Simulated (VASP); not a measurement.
Computed with PBEsol GGA, VASP's PBE PAW potentials (set 64) (plane waves; VASP 6.6.1).

VASP ran on this input.

**INCAR**
```
SYSTEM = V2Ge
PREC = Accurate
ENCUT = 400
EDIFF = 1E-7
NELM = 100
ALGO = Normal
LREAL = .FALSE.
LASPH = .TRUE.
ISMEAR = -5
GGA = PS
LMAXMIX = 4
LWAVE = .FALSE.
LCHARG = .TRUE.
LORBIT = 11
NEDOS = 601
ISIF = 2
LEFG = .TRUE.
```

File POSCAR:
```
V2Ge
1
    6.7247844504     0.0000000000     0.0000000000
   -3.3623922253     5.8238350513    -0.0000000000
   -0.0000000000     0.0000000000     3.1119934229
V Ge
6 3
Direct
  0.2698683489   0.0000000000   0.0000000000
  0.0000000000   0.2698683489   0.0000000000
  0.7301316511   0.7301316511   1.0000000000
  0.6058860665   0.0000000000   0.5000000000
  0.0000000000   0.6058860665   0.5000000000
  0.3941139335   0.3941139335   0.5000000000
  0.0000000000   0.0000000000   0.5000000000
  0.3333330000   0.6666670000   1.0000000000
  0.6666670000   0.3333330000   0.0000000000
```

File KPOINTS:
```
kpoints
0
gamma
6 6 11
```

POTCAR, in this order: V_sv Ge_d (PBE.64 set). Program: vasp_std.

**Question.** Estimate the energy per atom (σ→0), band gap (on the k-mesh).

**Answer.** 
```yaml
energy per atom (σ→0): -8.348 eV/atom
band gap (on the k-mesh): none (metal, semimetal or under 0.01 eV)
```

OSZICAR:
```
...
DAV:  11    -0.751338767088E+02    0.45971E-02   -0.44107E-02  7816   0.990E-01    0.411E-01
DAV:  12    -0.751332081831E+02    0.66853E-03   -0.38710E-03  7720   0.380E-01    0.205E-01
DAV:  13    -0.751329746680E+02    0.23352E-03   -0.17102E-03  7648   0.218E-01    0.359E-02
DAV:  14    -0.751329726520E+02    0.20160E-05   -0.12849E-04  8016   0.576E-02    0.288E-02
DAV:  15    -0.751329683995E+02    0.42525E-05   -0.27868E-05  7376   0.264E-02    0.639E-03
DAV:  16    -0.751329677753E+02    0.62422E-06   -0.23078E-06  7448   0.720E-03    0.151E-03
DAV:  17    -0.751329677740E+02    0.12951E-08   -0.97217E-08  4536   0.248E-03
   1 F= -.75132968E+02 E0= -.75132968E+02  d E =0.000000E+00
```

The structure was generated: V2Ge was put into the Fe2P type (P-62m), which need not be its known phase. It was relaxed first, which changed the volume by -15 %. The run is not spin-polarised, so no magnetic state was tried.
